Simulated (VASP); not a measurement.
Method: PBE GGA, VASP's PBE PAW potentials (set 64) (plane waves; VASP).

Input for VASP

**INCAR**
```
SYSTEM = LiCl
PREC = Accurate
ENCUT = 520
EDIFF = 1E-7
NELM = 100
ALGO = Normal
LREAL = .FALSE.
LASPH = .TRUE.
ISMEAR = 0
SIGMA = 0.05
GGA = PE
LWAVE = .FALSE.
LCHARG = .FALSE.
LORBIT = 11
ICHARG = 11
```

File POSCAR:
```
LiCl
1
    0.0000000000     2.5700000000     2.5700000000
    2.5700000000     0.0000000000     2.5700000000
    2.5700000000     2.5700000000     0.0000000000
Li Cl
1 1
Direct
  0.0000000000   0.0000000000   0.0000000000
  0.5000000000   0.5000000000   0.5000000000
```

File KPOINTS:
```
k-points along high-symmetry lines
15
Line-mode
Reciprocal
  0.000000   0.000000   0.000000 ! GAMMA
  0.500000   0.000000   0.500000 ! X

  0.500000   0.000000   0.500000 ! X
  0.625000   0.250000   0.625000 ! U

  0.375000   0.375000   0.750000 ! K
  0.000000   0.000000   0.000000 ! GAMMA

  0.000000   0.000000   0.000000 ! GAMMA
  0.500000   0.500000   0.500000 ! L

  0.500000   0.500000   0.500000 ! L
  0.500000   0.250000   0.750000 ! W

  0.500000   0.250000   0.750000 ! W
  0.500000   0.000000   0.500000 ! X
```

POTCAR, in this order: Li_sv Cl (PBE.64 set). Program: vasp_std. Read from the step before: CHGCAR.

Output

**OSZICAR**
```
       N       E                     dE             d eps       ncg     rms          rms(c)
DAV:   1     0.434418361727E+02    0.43442E+02   -0.42199E+03  1628   0.103E+03
DAV:   2    -0.525784854946E+01   -0.48700E+02   -0.45676E+02  2274   0.160E+02
DAV:   3    -0.696621486311E+01   -0.17084E+01   -0.17066E+01  2116   0.361E+01
DAV:   4    -0.699400370518E+01   -0.27789E-01   -0.27768E-01  2576   0.454E+00
DAV:   5    -0.699423270914E+01   -0.22900E-03   -0.22900E-03  2240   0.337E-01
DAV:   6    -0.699423482738E+01   -0.21182E-05   -0.21183E-05  2554   0.295E-02
DAV:   7    -0.699423484144E+01   -0.14056E-07   -0.14041E-07  2366   0.212E-03
   1 F= -.69942348E+01 E0= -.69942348E+01  d E =-.145459E-19
```

### OUTCAR
```
 val. band max:        0.5369202305   @ k =   0.0804   0.0804   0.1607

 cond. band min:       6.8388047778   @ k =   0.0000   0.0000   0.0000



 k-point     1 :       0.0000    0.0000    0.0000
  band No.  band energies     occupation
      1     -42.9995      2.00000
      2     -12.8413      2.00000
      3       0.5339      2.00000
      4       0.5339      2.00000
      5       0.5339      2.00000
      6       6.8388      0.00000
      7      12.4670      0.00000
      8      12.4670      0.00000
      9      12.4670      0.00000

 k-point     2 :       0.0357    0.0000    0.0357
  band No.  band energies     occupation
      1     -42.9994      2.00000
      2     -12.8330      2.00000
      3       0.4921      2.00000
      4       0.5181      2.00000
      5       0.5181      2.00000
      6       6.9006      0.00000
      7      12.3598      0.00000
      8      12.4684      0.00000
      9      12.4684      0.00000

 k-point     3 :       0.0714    0.0000    0.0714
  band No.  band energies     occupation
      1     -42.9992      2.00000
      2     -12.8080      2.00000
      3       0.3709      2.00000
      4       0.4721      2.00000
      5       0.4721      2.00000
      6       7.0802      0.00000
      7      12.0772      0.00000
      8      12.4787      0.00000
      9      12.4789      0.00000

 k-point     4 :       0.1071    0.0000    0.1071
  band No.  band energies     occupation
      1     -42.9990      2.00000
      2     -12.7672      2.00000
      3       0.1813      2.00000
      4       0.3991      2.00000
      5       0.3991      2.00000
      6       7.3659      0.00000
      7      11.6953      0.00000
      8      12.3901      0.00000
      9      12.5112      0.00000

 k-point     5 :       0.1429    0.0000    0.1429
  band No.  band energies     occupation
      1     -42.9987      2.00000
      2     -12.7117      2.00000
      3      -0.0618      2.00000
      4       0.3042      2.00000
...
```

The density is held fixed in this step, so its total energy and stress have no physical meaning.

The compound is LiCl in the rock salt structure. The cell was not relaxed at this level.
